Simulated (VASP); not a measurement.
# Si (Fd-3m) in VASP: further runs, part 2 of 2

VASP 6.6.1. The steps go on from the part before.

### Step 3. Born charges and dielectric tensor, PBE

INCAR reads:

```
PREC = Accurate
ENCUT = 350
EDIFF = 1E-8
ISMEAR = 0
SIGMA = 0.02
LREAL = F
LASPH = T
NELM = 80
ALGO = Normal
ISIF = 2
LWAVE = F
LCHARG = F
GGA = PE
LEPSILON = T
IBRION = 8
NSW = 1
```

KPOINTS reads:

```
regular mesh
0
Gamma
  10 10 10
```

POSCAR reads:

```
Si                                      
1.0
    0.0000000000      2.7337428958      2.7337428958
    2.7337428958      0.0000000000      2.7337428958
    2.7337428958      2.7337428958      0.0000000000
  Si            
     2
Direct
     0.7500000000000000    0.7500000000000000    0.7500000000000000
     0.5000000000000000    0.5000000000000000    0.5000000000000000
```

Potentials or basis: VASP PAW PBE potentials, release 64 (Si).

Started as:

```
cat potpaw_PBE.64/Si/POTCAR > POTCAR
mpirun -np 1 vasp_std > vasp.out
```

OUTCAR:

```text
PREC = Accurate
   ENCUT = 350
   EDIFF = 1E-8
   ISMEAR = 0
   LREAL = F
   LASPH = T
   NELM = 80
   ISIF = 2
   GGA = PE
   LEPSILON = T
   IBRION = 8
   NSW = 1

 ion  position               nearest neighbor table
   1  0.750  0.750  0.750-   2 2.37   2 2.37   2 2.37   2 2.37
   2  0.500  0.500  0.500-   1 2.37   1 2.37   1 2.37   1 2.37

  LATTYP: Found a face centered cubic cell.
[... 590 lines left out ...]
      4.100614  4.100614  4.100614     0.000000   -0.707107    0.000000
      2.733743  2.733743  2.733743     0.000000    0.707107    0.000000
[... 21 lines left out ...]
   6 f  =    0.000000 THz     0.000000 2PiTHz    0.000000 cm-1     0.000000 meV
             X         Y         Z           dx          dy          dz
      4.100614  4.100614  4.100614     0.000000    0.000000    0.707107
      2.733743  2.733743  2.733743     0.000000    0.000000    0.707107

--------------------------------------------------------------------------------------------------------

 MACROSCOPIC STATIC DIELECTRIC TENSOR IONIC CONTRIBUTION
 ------------------------------------------------------
           0.000000     0.000000    -0.000000
           0.000000     0.000000     0.000000
          -0.000000     0.000000     0.000000
 ------------------------------------------------------

 ELASTIC MODULI CONTR FROM IONIC RELAXATION (kBar)
 Direction    XX          YY          ZZ          XY          YZ          ZX
 --------------------------------------------------------------------------------
 XX          -0.0000     -0.0000     -0.0000     -0.0000     -0.0000     -0.0000
 YY          -0.0000     -0.0000     -0.0000     -0.0000     -0.0000     -0.0000
 ZZ          -0.0000     -0.0000     -0.0000     -0.0000     -0.0000     -0.0000
 XY          -0.0000     -0.0000     -0.0000   -231.4096      0.0000      0.0000
 YZ          -0.0000     -0.0000     -0.0000      0.0000   -231.4096      0.0000
 ZX          -0.0000     -0.0000     -0.0000      0.0000      0.0000   -231.4096
 --------------------------------------------------------------------------------

 PIEZOELECTRIC TENSOR IONIC CONTR  for field in x, y, z        (C/m^2)
          XX          YY          ZZ          XY          YZ          ZX
  --------------------------------------------------------------------------------
  x     0.00000     0.00000     0.00000    -0.00000     0.00000     0.00000
  y     0.00000     0.00000     0.00000     0.00000    -0.00000     0.00000
  z     0.00000     0.00000     0.00000     0.00000     0.00000     0.00000
```

OSZICAR:

```text
N       E                     dE             d eps       ncg     rms          rms(c)
DAV:   1     0.366177663185E+01    0.36618E+01   -0.27229E+03   768   0.582E+02
DAV:   2    -0.108513650151E+02   -0.14513E+02   -0.13649E+02  1200   0.706E+01
[... 13 lines left out ...]
RMM:   7    -0.173159138841E-01    0.10431E-05   -0.96484E-07  4491   0.975E-04    0.856E-05
RMM:   8    -0.173159748949E-01   -0.61011E-07   -0.16982E-07  4733   0.117E-04    0.474E-05
RMM:   9    -0.173158603560E-01    0.11454E-06    0.11467E-08  4509   0.993E-05    0.846E-06
RMM:  10    -0.173158969414E-01   -0.36585E-07    0.62549E-09  4865   0.152E-05    0.445E-06
RMM:  11    -0.173158823353E-01    0.14606E-07    0.52111E-09  4467   0.105E-05    0.633E-07
RMM:  12    -0.173158874121E-01   -0.50768E-08   -0.73831E-09  3715   0.492E-06    0.621E-07
 Linear response finished
```

stdout:

```text
POSCAR found type information on POSCAR Si
 POSCAR found :  1 types and       2 ions
 scaLAPACK will be used
 LDA part: xc-table for (Slater+PW92), standard interpolation
 POSCAR, INCAR and KPOINTS ok, starting setup
 FFT: planning ... GRIDC
 FFT: planning ... GRID_SOFT
 FFT: planning ... GRID
 WAVECAR not read
 entering main loop
 Linear response reoptimize wavefunctions to high precision
 Linear response G [H, r] |phi>, progress :
  Direction:   1
 Linear response G [H, r] |phi>, progress :
  Direction:   2
 Linear response G [H, r] |phi>, progress :
  Direction:   3
 Linear response to external field (no local field effect), progress :
  Direction:   1
 dielectric tensor                  component  1 :    17.501     9.961     1.786
 Linear response to external field (no local field effect), progress :
  Direction:   2
 dielectric tensor                  component  2 :     9.961    17.716    -2.099
 Linear response to external field (no local field effect), progress :
  Direction:   3
 dielectric tensor                  component  3 :     1.786    -2.099     6.741
 Linear response to external field, progress :
  Direction:   1
 dielectric tensor                  component  1 :    13.371     6.421     1.579
 Linear response to external field, progress :
  Direction:   2
 dielectric tensor                  component  2 :     6.010    13.371    -0.693
 Linear response to external field, progress :
  Direction:   3
 dielectric tensor                  component  3 :     1.085     4.087    13.371
 Linear response DOF=           1
 Linear response progress:
 first order change of Fermi-energy   0.13217E-03
 force on displaced ion       1 direction 1 : -13.073  -0.000  -0.000
 Born effective charge ion    1 direction 1 :  -0.029   0.000   0.000
 Born effective charges drift removed
 Linear response finished
```

Wall time 87 s (1 thread of Intel Xeon Platinum 8259CL at 2.50GHz (Skylake/Cascade Lake), shared host); peak memory 0.21 GiB.

What came out:

| Property | Result |
| --- | --- |
| Band gap on the k mesh | 0.62 eV, indirect (least direct gap 2.56 eV) |
| Electronic dielectric tensor (diagonal) | 13.37 |
| Born charges (mean of the diagonal) | Si +0.00 e |
| Highest phonon frequency at Γ | 503 cm⁻¹ |

Levels at points of the mesh, in eV from the valence-band top:
```tsv
k point	band 2	band 3	band 4	band 5	band 6	band 7
(0.00, 0.00, 0.00)	0.00	0.00	0.00	2.56	2.56	2.56
(0.50, 0.00, 0.00)	-6.87	-1.18	-1.18	1.47	3.35	3.35
(0.50, 0.50, 0.00)	-7.75	-2.80	-2.80	0.75	0.75	9.94
```

Phonon frequencies in cm⁻¹ (negative: imaginary):
| q point | frequencies |
| --- | --- |
| (0.000, 0.000, 0.000) | 0 0 0 503 503 503 |

Electronic dielectric tensor:
```
13.37  0.00  0.00
 0.00 13.37  0.00
 0.00  0.00 13.37
```

Born effective charge tensors (e):
atom 1, Si
```
0.00 0.00 0.00
0.00 0.00 0.00
0.00 0.00 0.00
```
atom 2, Si
```
0.00 0.00 0.00
0.00 0.00 0.00
0.00 0.00 0.00
```

Caveat: the gap is small at this level, which inflates the dielectric constant. Expect the measured gap to be larger: semilocal functionals such as PBE lack the derivative discontinuity.
